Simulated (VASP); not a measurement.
Here is the system:

```xyz
2
Lattice="0.0000 2.7157 2.7157 2.7157 0.0000 2.7157 2.7157 2.7157 0.0000" Properties=species:S:1:pos:R:3 pbc="T T T"
Ca     0.0000     0.0000     0.0000
Se     2.7157     2.7157     2.7157
```

Computed with PBEsol GGA, VASP's PBE PAW potentials (set 64) (plane waves; VASP 6.6.1). Numerical set-up: 500 eV cut-off, 8×8×8 Γ-centred mesh, Gaussian smearing of 0.050 eV, potentials Ca_sv Se.

What does the run give for the energy per atom (σ→0), pressure, band gap (on the k-mesh) with the smallest direct gap where there is one?

```yaml
band gap (on the k-mesh): 1.05 eV
smallest direct gap (on the k-mesh): 2.24 eV
energy per atom (σ→0): -4.764 eV/atom
pressure: 19.97 GPa
```

The structure was generated: CaSe was put into the rock salt type (Fm-3m), which need not be its known phase. It was relaxed first under an external pressure of 20 GPa.
